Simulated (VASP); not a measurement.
Method: PBEsol GGA, VASP's PBE PAW potentials (set 64) (plane waves; VASP 6.6.1).

VASP input:

File KPOINTS:
```
k-points along high-symmetry lines
8
Line-mode
Reciprocal
  0.000000   0.000000   0.000000 ! GAMMA
  0.000000   0.500000   0.500000 ! Y

  0.000000   0.500000   0.500000 ! Y
  0.000000   0.624037   0.375963 ! C_0

  0.000000   0.375963  -0.375963 ! SIGMA_0
  0.000000   0.000000   0.000000 ! GAMMA

  0.000000   0.000000   0.000000 ! GAMMA
  0.500000   0.000000   0.000000 ! Z

  0.500000   0.000000   0.000000 ! Z
  0.500000   0.375963  -0.375963 ! A_0

  0.500000   0.624037   0.375963 ! E_0
  0.500000   0.500000   0.500000 ! T

  0.500000   0.500000   0.500000 ! T
  0.000000   0.500000   0.500000 ! Y

  0.000000   0.000000   0.000000 ! GAMMA
  0.000000   0.500000   0.000000 ! S

  0.000000   0.500000   0.000000 ! S
  0.500000   0.500000   0.000000 ! R

  0.500000   0.500000   0.000000 ! R
  0.500000   0.000000   0.000000 ! Z

  0.500000   0.000000   0.000000 ! Z
  0.500000   0.500000   0.500000 ! T
```

### INCAR
```
! general
SYSTEM =Ga4BiAs3
PREC   =Accurate
ENCUT  =400
LREAL  =F
LASPH  =T
ICHARG =11

! electronic loop
EDIFF  =1E-7
NELM   =100
ALGO   =Normal
LMAXMIX=4

! smearing
ISMEAR =0
SIGMA  =0.05

! functional
GGA    =PS

! output
LWAVE  =F
LCHARG =F
LORBIT =11
```

File POSCAR:
```
Ga4BiAs3
4.1196690
  0.9999998893   0.0000000000   0.0000000000
  0.0000000000   1.0032454615   1.4121083473
  0.0000000000  -1.0032454615   1.4121083473
Ga Bi As
4 1 3
direct
  0.5000000000   0.3607197770   0.3607197770
  0.0000000000   0.3670129188   0.8944974911
  0.0000000000   0.8944974911   0.3670129188
  0.5000000000   0.8761311053   0.8761311053
  0.0000000000   0.5014554337   0.5014554337
  0.0000000000   0.0003180980   0.0003180980
  0.5000000000   0.9996517526   0.5002134233
  0.5000000000   0.5002134233   0.9996517526
```

POTCAR, in this order: Ga_d Bi_d As (PBE.64 set). Program: vasp_std. Read from the step before: CHGCAR.

The resulting files:

File OSZICAR:
```
       N       E                     dE             d eps       ncg     rms          rms(c)
DAV:   1     0.714791153867E+03    0.71479E+03   -0.33777E+04  9129   0.208E+03
DAV:   2     0.764400519091E+02   -0.63835E+03   -0.62032E+03  9032   0.572E+02
DAV:   3    -0.260936746722E+02   -0.10253E+03   -0.98820E+02  9964   0.176E+02
DAV:   4    -0.323316717032E+02   -0.62380E+01   -0.61249E+01 10314   0.462E+01
DAV:   5    -0.325757714155E+02   -0.24410E+00   -0.24305E+00 12231   0.864E+00
DAV:   6    -0.325832670982E+02   -0.74957E-02   -0.74921E-02 12889   0.137E+00
DAV:   7    -0.325834328833E+02   -0.16579E-03   -0.16575E-03 13013   0.200E-01
DAV:   8    -0.325834382719E+02   -0.53887E-05   -0.53883E-05 13039   0.332E-02
DAV:   9    -0.325834384460E+02   -0.17403E-06   -0.17407E-06 12142   0.607E-03
DAV:  10    -0.325834384519E+02   -0.58899E-08   -0.57629E-08  6918   0.127E-03
   1 F= -.32583438E+02 E0= -.32582298E+02  d E =-.228081E-02
```

### OUTCAR
```
 val. band max:        4.3847145621   @ k =   0.0000   0.2143   0.0000

 cond. band min:       4.3980606501   @ k =   0.0000   0.1429   0.0000



 k-point     1 :       0.0000    0.0000    0.0000
  band No.  band energies     occupation
      1     -17.9758      2.00000
      2     -17.9745      2.00000
      3     -17.9651      2.00000
      4     -17.9267      2.00000
      5     -17.9106      2.00000
      6     -11.0632      2.00000
      7     -11.0398      2.00000
      8     -11.0145      2.00000
      9     -10.9761      2.00000
     10     -10.9676      2.00000
     11     -10.8865      2.00000
     12     -10.8714      2.00000
     13     -10.8456      2.00000
     14     -10.8158      2.00000
     15     -10.8131      2.00000
     16     -10.8101      2.00000
     17     -10.7795      2.00000
     18     -10.7720      2.00000
     19     -10.7714      2.00000
     20     -10.7629      2.00000
     21     -10.6556      2.00000
     22     -10.6487      2.00000
     23     -10.6058      2.00000
     24     -10.5789      2.00000
     25     -10.5669      2.00000
     26      -8.5641      2.00000
     27      -6.9992      2.00000
     28      -6.9398      2.00000
     29      -6.2636      2.00000
     30      -2.8221      2.00000
     31      -2.5735      2.00000
     32      -2.4204      2.00000
     33       1.3119      2.00000
     34       1.3207      2.00000
     35       2.5391      2.00000
     36       2.7758      2.00000
     37       2.8274      2.00000
     38       3.0157      2.00000
     39       3.6094      2.00000
     40       4.1309      2.00000
     41       4.2356      1.99998
     42       4.4926      0.00310
     43       4.5567      0.00000
     44       4.8018      0.00000
     45       5.2842      0.00000
     46       5.4096      0.00000
     47       7.4284      0.00000
     48       7.4867      0.00000
     49       7.4899      0.00000

 k-point     2 :       0.0000    0.0714    0.0714
  band No.  band energies     occupation
...
```

The density is held fixed in this step, so its total energy and stress have no physical meaning. Unless said otherwise, spin-orbit coupling is left out, though it shifts the bands of the heavy elements here.

The structure comes from a computed database's Ga4BiAs3 entry (Amm2); how it stands against other phases isn't given here. It was relaxed first, which changed the volume by -5 %.
